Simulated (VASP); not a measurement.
VASP ran on this input.

### POSCAR
```
NiSi2
1.0
  0.0000000000   2.5911485990   2.5911485990
  2.5911485990   0.0000000000   2.5911485990
  2.5911485990   2.5911485990   0.0000000000
Si Ni
2 1
direct
  0.2500000000   0.2500000000   0.2500000000
  0.7500000000   0.7500000000   0.7500000000
  0.0000000000   0.0000000000   0.0000000000
```

### KPOINTS
```
Automatic mesh
0
Gamma
10 10 10
0 0 0
```

INCAR:
```
SYSTEM  =  NiSi2
PREC  =  Accurate; ENCUT  =  500; LREAL  =  F
LASPH  =  T
EDIFF  =  1E-6; NELM  =  100; ALGO  =  Normal
LMAXMIX  =  4
ISMEAR  =  1; SIGMA  =  0.1
IBRION  =  2; NSW  =  40; ISIF  =  3
EDIFFG  =  -0.02; PSTRESS  =  300
LWAVE  =  F; LCHARG  =  F
```

POTCAR, in this order: Si Ni (LDA.64 set). Program: vasp_std.

Q: Write an equivalent input for Ansatz.

A: One equivalent input (not run):
Ansatz 0.2 input:
```yaml
crystal:
  lattice:
    - [0.0000000, 2.5911486, 2.5911486]
    - [2.5911486, 0.0000000, 2.5911486]
    - [2.5911486, 2.5911486, 0.0000000]
  atoms:
    - { symbol: Si, position: [0.2500000, 0.2500000, 0.2500000] }
    - { symbol: Si, position: [0.7500000, 0.7500000, 0.7500000] }
    - { symbol: Ni, position: [0.0000000, 0.0000000, 0.0000000] }
kpoints:
  mp_grid: { grid: [10, 10, 10] }
hamiltonian:
  xc: lda
  pseudopotentials: { kind: paw }
scf:
  occupations: { method: methfessel_paxton, width: 0.1 }
  max_iter: 100
relax:
  max_steps: 40
  f_tol: 0.02
  cell: { p_target: 30 }
output: { forces: true, stress: true, eigenvalues: true }
```
The two are equivalent in intent, not identical: each code has its own PAW files, so the cut-off isn't converted (ENCUT is set for VASP's; basis.ecutwfc is left out, and Ansatz then takes the one that its files recommend); Ansatz stops its SCF on the density residual and VASP on the energy change (EDIFF); Ansatz's lda is the Perdew-Wang form, while the LDA potentials of VASP carry Perdew-Zunger's.

The compound is NiSi2 in the fluorite structure. This run relaxes it under an external pressure of 30 GPa. Symmetry was kept, so distortions that lower it aren't found.
